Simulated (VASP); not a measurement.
```
ZnS
1.0
    1.92253    -3.32992     0.00000
    1.92253     3.32992     0.00000
    0.00000     0.00000     6.29646
Zn S
2 2
Direct
  0.66667   0.33333   0.50017
  0.33333   0.66667   0.00017
  0.66667   0.33333   0.87483
  0.33333   0.66667   0.37483
```

Computed with revTPSS meta-GGA, VASP's PBE PAW potentials (set 64) (plane waves; VASP). Settings: 520 eV cut-off, 7×7×4 Γ-centred mesh, Gaussian smearing of 0.050 eV, potentials Zn S.

**Question.** Estimate the energy per atom (σ→0), pressure.

**Answer.** 
| Quantity | Value |
|---|---|
| energy per atom (σ→0) | -1.414 eV/atom |
| pressure | -1.99 GPa |

Only differences to runs with the same potentials and settings are physical.

The compound is ZnS in the wurtzite structure, the high-temperature form. This cell is one point of a volume scan, at 1.03 of the reference volume.
